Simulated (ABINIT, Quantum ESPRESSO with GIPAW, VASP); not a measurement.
# LiCl: NMR shieldings from three programs

The database entry behind the starting cell differs from later determinations by our own check (0.1 to 0.3 % short, probably kX units), so it need not match the best structure at ambient conditions.

The same structure and functional (PBE) go through three programs with their own PAW files. All values are calculated, scalar-relativistic and without spin-orbit coupling, include the cores, and leave out the macroscopic shape term.

Space group Fm-3m (No. 225); atoms are numbered in the order of the file.

```xyz
2
Lattice="0.0000 2.5648 2.5648 2.5648 0.0000 2.5648 2.5648 2.5648 0.0000" Properties=species:S:1:pos:R:3 pbc="T T T"
Cl    2.5648    2.5648    2.5648
Li    0.0000    0.0000    0.0000
```

- VASP 6.6.1: LCHIMAG, datasets Cl and Li_sv (PBE 64), 700 eV, mesh 8×8×8
- gipaw.x (a patched development version of Quantum ESPRESSO): pslibrary recipes Cl n and Li sl, 55 Ry, mesh 7×7×7
- ABINIT 10.8.3: converse method at zora 0, JTH 2.0 datasets, 25 Ha, mesh 5×5×5, four shifts

**Question.** How far do the isotropic shieldings agree, site by site?

| site | like atoms | σ VASP (ppm) | σ gipaw.x (ppm) | σ ABINIT (ppm) | its Chern vector |
| --- | --- | --- | --- | --- | --- |
| Cl1 | 1 | 913.7 | 911.5 | 912.5 | 1.7e-09 |
| Li2 | 1 | 80.7 | 80.6 | 81.0 | 1.2e-09 |

VASP and gipaw.x, which both use linear response, differ by +2.3 ppm on Cl1 and by +0.1 ppm on Li2, the extremes here. ABINIT's converse values lie -1.2 ppm (Cl1) and +0.3 ppm (Li2) from VASP's. VASP's shape term for a sphere would add 10.6 ppm to every site.

[Logs are printed without paths, hosts, clocks, repeated set-up lines and the standing remarks that a program may print on its own settings, such as how far it seeks lower states.]

[Hosts, paths, dates, database ids (printed as entryN), source tags and the programs' standing remarks are cut or masked in the printed files.]
